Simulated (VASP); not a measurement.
Crystal: GaSb.

```
Ga Sb
1.0
     0.00000    3.05900    3.05900
     3.05900    0.00000    3.05900
     3.05900    3.05900    0.00000
Ga Sb
1 1
Direct
  0.00000 0.00000 0.00000
  0.25000 0.25000 0.25000
```

Base run:

* Program: VASP 6.6.1
* Functional: r2SCAN
* Potentials or basis: VASP PAW PBE potentials, release 64 (Ga_d, Sb)
* Cutoff: 520 eV
* k mesh: 9 × 9 × 9
* Occupations: fermi-dirac, width 0.05 eV
* Spin: no spin polarisation

Its results: band gap on the k mesh 0.45 eV, direct; pressure 0.5 GPa.

Problem. The run is repeated on the same cell with these changes: functional from r2SCAN to HSE06; k mesh from 9 × 9 × 9 to 5 × 5 × 5. What comes out?

Solution. Band gap on the k mesh 0.88 eV, direct; pressure 0.1 GPa.

Several settings changed at once, so the effect can't be laid on one alone.

Caveats: the PAW data sets were made with another functional, which shifts forces and pressure a little; spin-orbit coupling is left out, which moves the levels of the heavy elements; an odd mesh through Γ misses points on the zone boundary, where band edges often lie.
